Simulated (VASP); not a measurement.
OSZICAR of a VASP run on KZnF$_{3}$ (cubic perovskite):

File OSZICAR:
```
       N       E                     dE             d eps       ncg     rms          rms(c)
DAV:   1     0.400695579320E+03    0.40070E+03   -0.16973E+04  3294   0.679E+02
DAV:   2     0.123129107934E+02   -0.38838E+03   -0.33135E+03  3168   0.221E+02
DAV:   3    -0.242932736612E+02   -0.36606E+02   -0.35588E+02  3478   0.656E+01
DAV:   4    -0.251175538613E+02   -0.82428E+00   -0.82177E+00  3624   0.955E+00
DAV:   5    -0.251249891017E+02   -0.74352E-02   -0.74331E-02  3584   0.859E-01    0.126E+01
DAV:   6    -0.231989130961E+02    0.19261E+01   -0.83135E-01  3650   0.133E+01    0.853E+00
DAV:   7    -0.231536178547E+02    0.45295E-01   -0.42613E-01  3752   0.244E+00    0.482E+00
DAV:   8    -0.231071861943E+02    0.46432E-01   -0.52510E-02  3690   0.200E+00    0.484E-01
DAV:   9    -0.231054461875E+02    0.17400E-02   -0.71298E-03  4088   0.472E-01    0.143E-01
DAV:  10    -0.231055958330E+02   -0.14965E-03   -0.24677E-03  3482   0.186E-01    0.619E-02
DAV:  11    -0.231056034044E+02   -0.75713E-05   -0.41846E-05  3608   0.773E-02    0.279E-02
DAV:  12    -0.231056030388E+02    0.36551E-06   -0.98057E-06  3805   0.497E-02    0.136E-02
DAV:  13    -0.231056027001E+02    0.33874E-06   -0.10935E-06  3448   0.143E-02    0.385E-03
DAV:  14    -0.231056026688E+02    0.31277E-07   -0.40824E-07  3271   0.282E-03
   1 F= -.23105603E+02 E0= -.23105603E+02  d E =-.213581E-17
 imaginary and real dielectric function
```

**Question.** Which electronic solver shows in the log?

**Answer.** It is blocked Davidson (ALGO = Normal, or the opening steps of other solvers). The INCAR had ALGO = Normal.

**Question.** Can the final energy be trusted as converged?

**Answer.** The calculation finished and met its thresholds. It stopped with EDIFF = 1E-7, NELM = 100 (LDA (Ceperley-Alder, Perdew-Zunger), plane waves, VASP's LDA PAW potentials (set 64)).

The compound is KZnF3 in the cubic perovskite structure. It was relaxed first, which changed the volume by -5 %.
